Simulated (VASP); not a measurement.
Input:

```
CELL_PARAMETERS angstrom
      3.95504     0.00000     0.00000
      0.00000     3.95504     0.00000
      0.00000     0.00000     3.95504
ATOMIC_POSITIONS crystal
  Ti 0.00000 0.00000 0.00000
  Pt 0.00000 0.50000 0.50000
  Pt 0.50000 0.00000 0.50000
  Pt 0.50000 0.50000 0.00000
```

All values below come from r2SCAN+rVV10, VASP's PBE PAW potentials (set 64) (plane waves; VASP). Numerical set-up: 520 eV cut-off, 8×8×8 Γ-centred mesh, first-order Methfessel-Paxton smearing of 0.10 eV, potentials Ti_sv Pt.

Q: Give the stress tensor in GPa (positive for a compressed cell).

A: 
```
-7.33   0.00   0.00
 0.00  -7.33   0.00
 0.00   0.00  -7.33
```
The pressure is its mean diagonal, -7.33 GPa.

The compound is Pt3Ti in the L1_2 structure. This cell is one point of a volume scan, at 1.03 of the reference volume.
